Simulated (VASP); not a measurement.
Computed with PBEsol GGA, VASP's PBE PAW potentials (set 64) (plane waves; VASP).

The input files of a VASP run:

**KPOINTS**
```
Automatic
0
gamma
  9 9 9
```

**POSCAR**
```
CaO
1.0
  0.0000000000   2.3880300325   2.3880300325
  2.3880300325   0.0000000000   2.3880300325
  2.3880300325   2.3880300325   0.0000000000
Ca O
1 1
Cart
  0.0000000000   0.0000000000   0.0000000000
  2.3880300325   2.3880300325   2.3880300325
```

INCAR:
```
ALGO=Normal
EDIFF=1E-6
EDIFFG=-0.01
ENCUT=530
GGA=PS
IBRION=2
ISIF=3
ISMEAR=0
LASPH=.TRUE.
LCHARG=.FALSE.
LREAL=.FALSE.
LWAVE=.FALSE.
NELM=100
NSW=60
PREC=Accurate
SIGMA=0.05
SYSTEM=CaO
```

POTCAR, in this order: Ca_sv O (PBE.64 set). Program: vasp_std.

Q: Predict the energy per atom (σ→0).

A: 
```
Property                        Value
---------------------  --------------
energy per atom (σ→0)  -6.706 eV/atom
```

OSZICAR:
```
...
DAV:   7    -0.134250545943E+02    0.54211E-01   -0.62964E-01  1144   0.794E+00    0.170E+00
DAV:   8    -0.134131589196E+02    0.11896E-01   -0.69796E-02   924   0.304E+00    0.384E-01
DAV:   9    -0.134112232035E+02    0.19357E-02   -0.19395E-02  1072   0.114E+00    0.130E-01
DAV:  10    -0.134114496418E+02   -0.22644E-03   -0.16926E-03   924   0.463E-01    0.229E-02
DAV:  11    -0.134114573379E+02   -0.76961E-05   -0.13600E-04  1148   0.116E-01    0.147E-02
DAV:  12    -0.134114545703E+02    0.27676E-05   -0.10718E-05  1000   0.399E-02    0.410E-03
DAV:  13    -0.134114544338E+02    0.13648E-06   -0.22415E-06   960   0.124E-02
   1 F= -.13411454E+02 E0= -.13411454E+02  d E =-.134115E+02
```

The compound is CaO in the rock salt structure. It was relaxed first. The start is the result of an earlier pass.
